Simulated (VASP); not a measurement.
Here is the system:

```
CsCl
1.0
    4.12042     0.00000     0.00000
    0.00000     4.04628     0.00000
    0.00000     0.00000     4.16352
Cs Cl
1 1
Direct
  0.00000   0.00000   0.00000
  0.52329   0.50000   0.50000
```

Method: PBE GGA, VASP's PBE PAW potentials (set 64) (plane waves; VASP 6.6.1). Settings: EDIFF = 1E-3, 400 eV cut-off, 6×6×6 Γ-centred mesh, Gaussian smearing of 0.050 eV, potentials Cs_sv Cl.

Q: Which forces act on the atoms, in eV/Å?

A: 
```json
[
 {"atom": "Cs1", "Fx": "0.087", "Fy": "0.000", "Fz": "0.000"},
 {"atom": "Cl2", "Fx": "-0.087", "Fy": "0.000", "Fz": "0.000"}
]
```

Q: Give the stress tensor in GPa (positive for a compressed cell).

A: 
```
1.11  0.00  0.00
0.00  1.66  0.00
0.00  0.00  0.84
```
The pressure is its mean diagonal, 1.20 GPa.

The compound is CsCl in the CsCl type structure. The cell was not relaxed at this level, atoms are displaced from their ideal sites. The run is one of a series of settings (EDIFF = 1E-3 against the base run), some of them coarse on purpose.
